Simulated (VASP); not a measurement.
# NbAs: cell size and functional, part 2 of 3

Aim: relax NbAs at several levels of theory and compare the cells. The starting structure is a measured crystal structure from the Crystallography Open Database. The first relaxation on each setting starts from this cell expanded by 3 % in volume.

VASP 6.6.1.

Results so far: PBEsol 17.16 Å³ an atom; LDA 16.86 Å³ an atom; PBE 17.73 Å³ an atom.

## 5. Relaxation with PBEsol + D3(BJ)

Level of this step: PBEsol with D3(BJ); plane waves and PAW (Nb_sv, As) (VASP).

D3 with Becke-Johnson damping keeps a finite attraction at short range. This run starts from the cell of an earlier relaxation, which isn't shown; the restart sets up the plane waves anew.

Contents of INCAR:

```
SYSTEM = NbAs
PREC = Accurate
ENCUT = 450
EDIFF = 1E-06
NELM = 100
ISMEAR = 0
SIGMA = 0.03
LREAL = .FALSE.
ALGO = Normal
GGA = PS
IVDW = 12
NBANDS = 24
LASPH = .TRUE.
LORBIT = 11
LWAVE = .FALSE.
LCHARG = .FALSE.
KPAR = 8
IBRION = 2
NSW = 50
ISIF = 3
EDIFFG = -0.006
```

Contents of POSCAR:

```
NbAs
1.0
   -3.4140677997      0.0000000000      0.0000000000
    0.0000000000      3.4140677997      0.0000000000
    1.7070338998     -1.7070338998     -5.6959594426
Nb As
2 2
Direct
    0.0015673360      0.5015673360      0.0031346719
    0.2515673360      0.2515673360      0.5031346719
    0.5824326640      0.0824326640      0.1648653281
    0.8324326640      0.8324326640      0.6648653281
```

Contents of KPOINTS:

```
Automatic mesh
0
Gamma
6 6 6
0 0 0
```

Potentials, in the order of the species: Nb_sv and As (PBE family, release 64).

Started as:

```
$ mpirun -np 8 vasp_std
```

Log:

```text
[banner, memory and clock lines left out]
running    8 mpi-ranks, on    1 nodes
[...]
[... a notice as in an earlier step ...]

 [... a notice as in an earlier step ...]

 LDA part: xc-table for (Slater+PW92), standard interpolation
 POSCAR, INCAR and KPOINTS ok, starting setup
[...]
entering main loop
       N       E                     dE             d eps       ncg     rms          rms(c)
DAV:   1     0.318603233968E+03    0.31860E+03   -0.18082E+04  1448   0.134E+03
DAV:   2    -0.103701964522E+02   -0.32897E+03   -0.32251E+03  1784   0.490E+02
DAV:   3    -0.355175586633E+02   -0.25147E+02   -0.24914E+02  2632   0.100E+02
DAV:   4    -0.369346475003E+02   -0.14171E+01   -0.14124E+01  2104   0.207E+01
[...]
DAV:  11    -0.350457976109E+02    0.16358E-04   -0.62711E-05  1960   0.707E-02    0.138E-02
DAV:  12    -0.350457954350E+02    0.21759E-05   -0.65472E-06  1960   0.218E-02    0.362E-03
DAV:  13    -0.350457951534E+02    0.28162E-06   -0.23501E-07  1320   0.504E-03
[...]
DAV:   3    -0.350428656020E+02    0.62593E-04   -0.14486E-04  2656   0.930E-02    0.196E-02
DAV:   4    -0.350428662364E+02   -0.63438E-06   -0.46843E-05  2696   0.304E-02    0.111E-02
DAV:   5    -0.350428734451E+02   -0.72087E-05   -0.13016E-05  2728   0.243E-02    0.460E-03
DAV:   6    -0.350428739348E+02   -0.48976E-06   -0.14028E-06  1328   0.894E-03
   2 F= -.37597694E+02 E0= -.37597385E+02  d E =0.544305E-05
 trial-energy change:    0.000005  1 .order    0.000005   -0.000046    0.000056
 step:   0.4518(harm=  0.4518)  dis= 0.00013  next Energy=   -37.597709 (dE=-0.103E-04)
[...]
N       E                     dE             d eps       ncg     rms          rms(c)
DAV:   1    -0.350445863469E+02   -0.17129E-02   -0.37071E-03  1792   0.662E-01    0.770E-02
DAV:   2    -0.350445092659E+02    0.77081E-04   -0.42366E-04  2312   0.196E-01    0.307E-02
DAV:   3    -0.350444899162E+02    0.19350E-04   -0.45349E-05  2688   0.522E-02    0.104E-02
DAV:   4    -0.350444887403E+02    0.11759E-05   -0.13414E-05  2592   0.162E-02    0.568E-03
DAV:   5    -0.350444884522E+02    0.28815E-06   -0.24126E-06  1552   0.126E-02
   3 F= -.37597709E+02 E0= -.37597403E+02  d E =-.101740E-04
[...]
reached required accuracy - stopping structural energy minimisation
```

The job ended after 16 s (8 MPI ranks of Intel Xeon Platinum 8259CL at 2.50GHz (Skylake/Cascade Lake), shared host; peak memory 1.6 GiB; 2.1 min of CPU time).

OUTCAR, selected parts (step 5):

```text
 Edisp (eV)   -2.55482

 Edisp (eV)   -2.55322

  Total       0.01823     0.01823    -0.00682     0.00000     0.00000    -0.00000
  in kB       0.44027     0.44027    -0.16463     0.00000     0.00000    -0.00000
  external pressure =        0.24 kB  Pullay stress =        0.00 kB

 POSITION                                       TOTAL-FORCE (eV/Angst)
 -----------------------------------------------------------------------------------
     -0.00000      1.70682     -0.01798        -0.000000      0.000000     -0.004305
     -0.00000      0.00000     -2.86525        -0.000000      0.000000     -0.004305
     -1.70682     -0.00000     -0.93870         0.000000     -0.000000      0.004305
     -1.70682      1.70682     -3.78596         0.000000     -0.000000      0.004305
 -----------------------------------------------------------------------------------
    total drift:                                0.000008     -0.000008      0.000174

  FREE ENERGIE OF THE ION-ELECTRON SYSTEM (eV)
  ---------------------------------------------------
  free  energy   TOTEN  =       -37.5977091179 eV

  energy  without entropy=      -37.5970964709  energy(sigma->0) =      -37.59740279

[... 2 parts as in an earlier step ...]

[... 2 further parts left out ...]
[key lines of the parts left out:]
E-fermi :  10.1473
```

With PBEsol + D3(BJ) the relaxed cell holds 16.589 Å³ an atom, -4.63 % against the measured cell, with a = 3.414 Å and c = 11.389 Å. That is -3.30 % from PBEsol.

## 6. Relaxation with r2SCAN

r2SCAN adds the kinetic-energy density, costs more than a GGA and is run with LASPH. This run starts from the cell of an earlier relaxation, which isn't shown; the restart sets up the plane waves anew.

INCAR, as its differences from that of step 5:

```diff
@@ -9,6 +9,5 @@
 ALGO = Normal
-GGA = PS
-IVDW = 12
+METAGGA = R2SCAN
+LASPH = .TRUE.
 NBANDS = 24
-LASPH = .TRUE.
 LORBIT = 11
```

Contents of POSCAR:

```
NbAs
1.0
   -3.4523011121      0.0000000000      0.0000000000
    0.0000000000      3.4523011121      0.0000000000
    1.7261505560     -1.7261505560     -5.9041317264
Nb As
2 2
Direct
    0.0008158251      0.5008158251      0.0016316502
    0.2508158251      0.2508158251      0.5016316502
    0.5831841749      0.0831841749      0.1663683498
    0.8331841749      0.8331841749      0.6663683498
```

KPOINTS is that of step 5.

Started as:

```
$ mpirun -np 8 vasp_std
```

Log:

```text
[banner, memory and clock lines left out]
running    8 mpi-ranks, on    1 nodes
[...]
[... a notice as in an earlier step ...]

 [... a notice as in an earlier step ...]

 LDA part: xc-table for (None), standard interpolation
 POSCAR, INCAR and KPOINTS ok, starting setup
[...]
entering main loop
       N       E                     dE             d eps       ncg     rms          rms(c)
DAV:   1     0.270216461198E+03    0.27022E+03   -0.18520E+04  1448   0.137E+03
DAV:   2    -0.683869969600E+02   -0.33860E+03   -0.33195E+03  1816   0.506E+02
DAV:   3    -0.954580038639E+02   -0.27071E+02   -0.26795E+02  2672   0.103E+02
DAV:   4    -0.970988173189E+02   -0.16408E+01   -0.16333E+01  2104   0.220E+01
[...]
DAV:  10    -0.822419726388E+02   -0.61925E-03   -0.10096E-03  1784   0.298E-01    0.403E-02
DAV:  11    -0.822419720650E+02    0.57376E-06   -0.38835E-05  2480   0.522E-02    0.114E-02
DAV:  12    -0.822419716155E+02    0.44957E-06   -0.36171E-06  1568   0.155E-02
   1 F= -.82241972E+02 E0= -.82241928E+02  d E =-.822420E+02
[...]
reached required accuracy - stopping structural energy minimisation
```

Run time: 17 s. Hardware: 8 MPI ranks; peak memory 1.6 GiB.

OUTCAR, selected parts (step 6):

```text
  Total       -0.0017215     -0.0017215      0.0112649      0.0000000     -0.0000000      0.0000000
  in kB       -0.0391959     -0.0391959      0.2564859      0.0000000     -0.0000000      0.0000000
  external PRESSURE =       0.0593647 kB  Pullay stress =       0.0000000 kB

 POSITION                                       TOTAL-FORCE (eV/Angst)
 -----------------------------------------------------------------------------------
     -0.00000      1.72615     -0.00963        -0.000000      0.000000     -0.002772
     -0.00000      0.00000     -2.96170        -0.000000      0.000000     -0.002772
     -1.72615      0.00000     -0.98226         0.000000     -0.000000      0.002772
     -1.72615      1.72615     -3.93433         0.000000     -0.000000      0.002772
 -----------------------------------------------------------------------------------
    total drift:                                0.000010     -0.000010     -0.000142

  FREE ENERGIE OF THE ION-ELECTRON SYSTEM (eV)
  ---------------------------------------------------
  free  energy   TOTEN  =       -82.2419716155 eV

  energy  without entropy=      -82.2418851406  energy(sigma->0) =      -82.24192838

[... 2 parts as in an earlier step ...]

[... 2 further parts left out ...]
[key lines of the parts left out:]
E-fermi :   9.4533
```

With r2SCAN the relaxed cell holds 17.592 Å³ an atom, +1.13 % against the measured cell, with a = 3.452 Å and c = 11.808 Å. That is +2.54 % from PBEsol.

## 7. Relaxation with PBEsol+U (Nb d 2 eV)

The U is chosen by hand, not computed for this crystal, and pushes the named shell towards whole occupations. This run starts from the cell of an earlier relaxation, which isn't shown; the restart sets up the plane waves anew.

INCAR, as its differences from that of step 6:

```diff
@@ -9,5 +9,12 @@
 ALGO = Normal
-METAGGA = R2SCAN
+GGA = PS
+NBANDS = 24
+LDAU = .TRUE.
+LDAUTYPE = 2
+LDAUL = 2 -1
+LDAUU = 2 0
+LDAUJ = 0 0
+LDAUPRINT = 1
 LASPH = .TRUE.
-NBANDS = 24
+LMAXMIX = 4
 LORBIT = 11
```

Contents of POSCAR:

```
NbAs
1.0
   -3.4501728346      0.0000000000      0.0000000000
    0.0000000000      3.4501728346      0.0000000000
    1.7250864173     -1.7250864173     -5.8556052884
Nb As
2 2
Direct
    0.0010485650      0.5010485650      0.0020971299
    0.2510485650      0.2510485650      0.5020971299
    0.5829514350      0.0829514350      0.1659028701
    0.8329514350      0.8329514350      0.6659028701
```

KPOINTS is that of step 6.

Started as:

```
$ mpirun -np 8 vasp_std
```

Log:

```text
[... set-up lines as in an earlier step ...]
 entering main loop
       N       E                     dE             d eps       ncg     rms          rms(c)
DAV:   1     0.320175719254E+03    0.32018E+03   -0.17752E+04  1440   0.133E+03
DAV:   2    -0.629728355569E+01   -0.32647E+03   -0.31913E+03  1768   0.492E+02
DAV:   3    -0.324988537924E+02   -0.26202E+02   -0.25927E+02  2672   0.102E+02
DAV:   4    -0.338446523415E+02   -0.13458E+01   -0.13420E+01  2080   0.200E+01
[...]
DAV:  11    -0.314017979435E+02    0.41928E-05   -0.52791E-05  2208   0.592E-02    0.108E-02
DAV:  12    -0.314017968160E+02    0.11275E-05   -0.36613E-06  1880   0.192E-02    0.286E-03
DAV:  13    -0.314017964518E+02    0.36420E-06   -0.34608E-07  1392   0.540E-03
   1 F= -.31401796E+02 E0= -.31401557E+02  d E =-.314018E+02
[...]
reached required accuracy - stopping structural energy minimisation
```

Wall time 6.6 s (8 MPI ranks); peak memory 1.5 GiB; 49 s of CPU time.

Parts of OUTCAR (step 7):

```text
  Total       -0.0113640     -0.0113640     -0.0027195      0.0000000      0.0000000      0.0000000
  in kB       -0.2612101     -0.2612101     -0.0625101      0.0000000      0.0000000      0.0000000
  external PRESSURE =      -0.1949768 kB  Pullay stress =       0.0000000 kB

 POSITION                                       TOTAL-FORCE (eV/Angst)
 -----------------------------------------------------------------------------------
     -0.00000      1.72509     -0.01228         0.000000     -0.000000     -0.004324
     -0.00000      0.00000     -2.94008         0.000000     -0.000000     -0.004324
     -1.72509     -0.00000     -0.97146        -0.000000      0.000000      0.004324
     -1.72509      1.72509     -3.89926        -0.000000      0.000000      0.004324
 -----------------------------------------------------------------------------------
    total drift:                                0.000017     -0.000017     -0.000159

  FREE ENERGIE OF THE ION-ELECTRON SYSTEM (eV)
  ---------------------------------------------------
  free  energy   TOTEN  =       -31.4017964518 eV

  energy  without entropy=      -31.4013174393  energy(sigma->0) =      -31.40155695

[... 2 parts as in an earlier step ...]

[... 2 further parts left out ...]
[key lines of the parts left out:]
E-fermi :   9.6576
```

With PBEsol+U (Nb d 2 eV) the relaxed cell holds 17.426 Å³ an atom, +0.18 % against the measured cell, with a = 3.450 Å and c = 11.711 Å. That is +1.57 % from PBEsol.

## 8. Relaxation with LDA+U (Nb d 2 eV)

This run starts from the cell of an earlier relaxation, which isn't shown; the restart sets up the plane waves anew.

INCAR, as its differences from that of step 7:

```diff
@@ -9,3 +9,3 @@
 ALGO = Normal
-GGA = PS
+GGA = CA
 NBANDS = 24
```

Contents of POSCAR:

```
NbAs
1.0
   -3.4298682641      0.0000000000      0.0000000000
    0.0000000000      3.4298682641      0.0000000000
    1.7149341320     -1.7149341320     -5.8255423744
Nb As
2 2
Direct
    0.0010512230      0.5010512230      0.0021024460
    0.2510512230      0.2510512230      0.5021024460
    0.5829487770      0.0829487770      0.1658975540
    0.8329487770      0.8329487770      0.6658975540
```

KPOINTS is that of step 7.

The projector-augmented-wave data sets are Nb_sv and As (LDA family, release 64).

Started as:

```
$ mpirun -np 8 vasp_std
```

Log:

```text
[... set-up lines as in an earlier step ...]
 entering main loop
       N       E                     dE             d eps       ncg     rms          rms(c)
DAV:   1     0.335110512293E+03    0.33511E+03   -0.17685E+04  1440   0.134E+03
DAV:   2    -0.753112735768E+01   -0.34264E+03   -0.33499E+03  1968   0.535E+02
DAV:   3    -0.332912787195E+02   -0.25760E+02   -0.25546E+02  2616   0.107E+02
DAV:   4    -0.349341591057E+02   -0.16429E+01   -0.16381E+01  2256   0.224E+01
[...]
DAV:  10    -0.326186765336E+02   -0.83224E-04   -0.97331E-04  2120   0.293E-01    0.235E-02
DAV:  11    -0.326186751349E+02    0.13987E-05   -0.65321E-05  2328   0.780E-02    0.968E-03
DAV:  12    -0.326186748658E+02    0.26910E-06   -0.16495E-06  1432   0.136E-02
   1 F= -.32618675E+02 E0= -.32618441E+02  d E =-.326187E+02
[...]
reached required accuracy - stopping structural energy minimisation
```

Elapsed: 5.8 s, on 8 MPI ranks; peak memory 1.4 GiB; 42 s of CPU time.

Parts of OUTCAR (step 8):

```text
  Total       -0.0152739     -0.0152739     -0.0167225      0.0000000      0.0000000     -0.0000000
  in kB       -0.3570823     -0.3570823     -0.3909484      0.0000000      0.0000000     -0.0000000
  external PRESSURE =      -0.3683710 kB  Pullay stress =       0.0000000 kB

 POSITION                                       TOTAL-FORCE (eV/Angst)
 -----------------------------------------------------------------------------------
     -0.00000      1.71493     -0.01225        -0.000000      0.000000     -0.001891
     -0.00000      0.00000     -2.92502        -0.000000      0.000000     -0.001891
     -1.71493      0.00000     -0.96644         0.000000     -0.000000      0.001891
     -1.71493      1.71493     -3.87921         0.000000     -0.000000      0.001891
 -----------------------------------------------------------------------------------
    total drift:                                0.000017     -0.000017      0.000005

  FREE ENERGIE OF THE ION-ELECTRON SYSTEM (eV)
  ---------------------------------------------------
  free  energy   TOTEN  =       -32.6186748658 eV

  energy  without entropy=      -32.6182062105  energy(sigma->0) =      -32.61844054

[... 2 parts as in an earlier step ...]

[... 2 further parts left out ...]
[key lines of the parts left out:]
E-fermi :   9.9278
```

With LDA+U (Nb d 2 eV) the relaxed cell holds 17.133 Å³ an atom, -1.51 % against the measured cell, with a = 3.430 Å and c = 11.651 Å. That is -0.14 % from PBEsol.

(Continued in part 3 of 3.)

[Lines on the potential files, build, host, timing and source positions are cut from VASP's logs without a mark.]

[Logs are printed without paths, hosts, clocks, repeated set-up lines and the standing remarks that a program may print on its own settings, such as how far it seeks lower states.]

[Hosts, paths, dates, database ids (printed as entryN), source tags and the programs' standing remarks are cut or masked in the printed files.]
